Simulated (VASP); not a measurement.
A convergence study with VASP on BaO (space group Fm-3m): one setting is varied, all else stays as given below, so the limit is that of these other settings.

```
BaO
1.0
    0.00000     2.76169     2.76169
    2.76169     0.00000     2.76169
    2.76169     2.76169     0.00000
Ba O
1 1
Direct
  0.00000   0.00000   0.00000
  0.50000   0.50000   0.50000
```

Level of theory: PBE GGA, VASP's PBE PAW potentials (set 64) (plane waves; VASP). The tightest run used: 400 eV cut-off, 12×12×12 Γ-centred mesh, Gaussian smearing of 0.010 eV, potentials Ba_sv O.

| setting | mean ε∞ | highest Γ mode (cm⁻¹) | irreducible k-points |
|---|---|---|---|
| 3×3×3 mesh | 4.90 | 57.5 | 4 |
| 4×4×4 mesh | 4.51 | 109.8 | 8 |
| 5×5×5 mesh | 4.36 | 118.5 | 10 |

Question: These are the cheaper rows. Estimate the results at 12×12×12 mesh, and how far the last row shown lies from them.

Answer: 
```
quantity               tightest run  last row shown is off by
---------------------  ------------  ------------------------
mean ε∞                        4.29                      0.06
highest Γ mode (cm⁻¹)         120.9                      -2.4
```

Left out are rungs that failed or repeat a setting and relaxations that didn't move; long series are thinned to 24 rows.

The structure is a typed BaO crystal (space group no. 225). The cell was not relaxed at this level.
